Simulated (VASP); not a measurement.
Elastic constants (GPa) of a crystal from r2SCAN meta-GGA, VASP's PBE PAW potentials (set 64) (VASP):

|  | xx | yy | zz | yz | xz | xy |
|---|---|---|---|---|---|---|
| xx | 351.9 | 237.0 | 237.0 | 0.0 | 0.0 | 0.0 |
| yy | 237.0 | 351.9 | 237.0 | 0.0 | 0.0 | 0.0 |
| zz | 237.0 | 237.0 | 351.9 | 0.0 | 0.0 | 0.0 |
| yz | 0.0 | 0.0 | 0.0 | 65.6 | 0.0 | 0.0 |
| xz | 0.0 | 0.0 | 0.0 | 0.0 | 65.6 | 0.0 |
| xy | 0.0 | 0.0 | 0.0 | 0.0 | 0.0 | 65.6 |

Finite-difference elastic constants of metals are sensitive to mesh and smearing; shear constants can be off by tens of GPa.

### Question
Work out the Voigt, Reuss and Hill moduli, Young's modulus and Poisson's ratio.

### Answer
All eigenvalues are positive (smallest 65.6 GPa), so the crystal is stable. K_V = (C11+C22+C33+2(C12+C13+C23))/9 = (1055.7 + 2×711.0)/9 = 275.3 GPa; G_V = (1055.7 − 711.0 + 3×196.8)/15 = 62.3 GPa. From the compliances, K_R = 275.3 GPa and G_R = 62.1 GPa. Hill: K = 275.3 GPa, G = 62.2 GPa, E = 9KG/(3K+G) = 173.6 GPa, ν = (3K−2G)/(2(3K+G)) = 0.395. K/G = 4.43, above Pugh's 1.75; universal anisotropy A^U = 0.02.

### Question
With a density of 21.15 g/cm³, what are the mean sound speeds?

### Answer
v_l = √((K+4G/3)/ρ) = 4.12 km/s and v_t = √(G/ρ) = 1.72 km/s. The crystal is Pt (fcc), cubic.

The compound is Pt in the fcc structure. It was relaxed first.
